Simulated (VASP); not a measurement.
A convergence study with VASP on KTaO3 (cubic perovskite): one setting is varied, all else stays as given below, so the limit is that of these other settings.

```
KTaO3
1.0
    3.99000     0.00000     0.00000
    0.00000     3.99000     0.00000
    0.00000     0.00000     3.99000
K Ta O
1 1 3
Cartesian
  0.00000   0.00000   0.00000
  1.99500   1.99500   1.99500
  1.99500   0.00000   1.99500
  0.00000   1.99500   1.99500
  1.99500   1.99500   0.00000
```

Computed with PBE GGA, VASP's PBE PAW potentials (set 64) (plane waves; VASP 6.6.1). The tightest run used: 700 eV cut-off, 14×14×14 Γ-centred mesh, Gaussian smearing of 0.050 eV, potentials K_sv Ta_pv O.

The reference is 14×14×14 mesh, which took about 4 core-minutes. Times come from single runs on busy shared machines, so they are rough: good to a factor of about 2.

Problem. Of the settings 2×2×2 mesh; 3×3×3 mesh; 4×4×4 mesh; 5×5×5 mesh; 6×6×6 mesh; 7×7×7 mesh; 8×8×8 mesh; 9×9×9 mesh; 10×10×10 mesh; 11×11×11 mesh; 12×12×12 mesh; 13×13×13 mesh; 14×14×14 mesh, which is the lowest that keeps the difference from the reference in the stress, largest component (GPa) within 0.2 from there on, and what does it cost?

Solution. 4×4×4 mesh; its cost over the reference is about 1/8.
```csv
setting,"difference in the stress, largest component (GPa)",cost over the reference
2×2×2 mesh,2.00,about 1/20
3×3×3 mesh,0.26,about 1/20
4×4×4 mesh,0.04,about 1/8
5×5×5 mesh,0.01,about 1/10
6×6×6 mesh,0.00,about 1/6
7×7×7 mesh,0.00,about 1/7
8×8×8 mesh,0.00,about 1/3
9×9×9 mesh,0.00,about 1/5
10×10×10 mesh,0.00,about 1/4
11×11×11 mesh,0.00,about 1/3
12×12×12 mesh,0.00,within a factor of 2
13×13×13 mesh,0.00,about 1/2
14×14×14 mesh,0.00,reference
```

Left out are rungs that failed or repeat a setting and relaxations that didn't move; long series are thinned to 24 rows.

The compound is KTaO3 in the cubic perovskite structure. The cell was not relaxed at this level.
